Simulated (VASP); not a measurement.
# YMgF3: single point with PBE

Crystal: YMgF3.

```xyz
5
Lattice="3.9390 0.0000 0.0000 0.0000 3.9390 0.0000 0.0000 0.0000 3.9390" Properties=species:S:1:pos:R:3 pbc="T T T"
Y     1.9695    1.9695    1.9695
Mg    0.0000    0.0000    0.0000
F     1.9695    1.9695    0.0000
F     1.9695    0.0000    1.9695
F     0.0000    1.9695    1.9695
```

The cell was built by a generator and needn't be a form met in nature.

The cell isn't the ideal one: species swapped into the RbBiO3 type (Pm-3m, No. 221).

```
Program             : VASP 6.6.1
Task                : single point
Functional          : PBE
Potentials or basis : VASP PAW PBE potentials, release 64 (Y_sv, Mg, F)
Cutoff              : 520 eV
k mesh              : 4 × 4 × 4
Occupations         : gaussian, width 0.1 eV
Spin                : no spin polarisation
```

```json
{"Pressure": "66.0 GPa", "Band gap on the k mesh": "0.31 eV, indirect (least direct gap 1.31 eV)"}
```

Levels at points of the mesh, in eV from the valence-band top:
| k point | band 13 | band 14 | band 15 | band 16 | band 17 | band 18 | band 19 | band 20 | band 21 | band 22 |
| --- | --- | --- | --- | --- | --- | --- | --- | --- | --- | --- |
| (0.00, 0.00, 0.00) | -8.89 | -7.62 | -7.62 | -7.62 | -3.60 | 1.06 | 1.06 | 1.06 | 4.20 | 4.20 |
| (0.50, 0.00, 0.00) | -9.03 | -9.03 | -7.61 | -7.61 | -1.00 | 0.31 | 1.33 | 2.26 | 2.26 | 6.03 |
| (0.50, 0.50, 0.00) | -9.32 | -9.32 | -8.16 | -7.61 | 0.00 | 2.02 | 2.02 | 2.84 | 2.84 | 4.62 |
| (0.50, 0.50, 0.50) | -10.16 | -8.15 | -8.15 | -8.15 | -0.66 | 2.95 | 2.95 | 2.95 | 6.15 | 6.15 |

It took 13 s on 1 thread of Intel(R) Xeon(R) 6975P-C (Granite Rapids), on a shared host, peak memory 0.18 GiB.

Caveat: a pressure of tens of GPa on the cell as given is suspect, and the run, the potentials or the cell itself is likely at fault. A k mesh can miss the band edges.
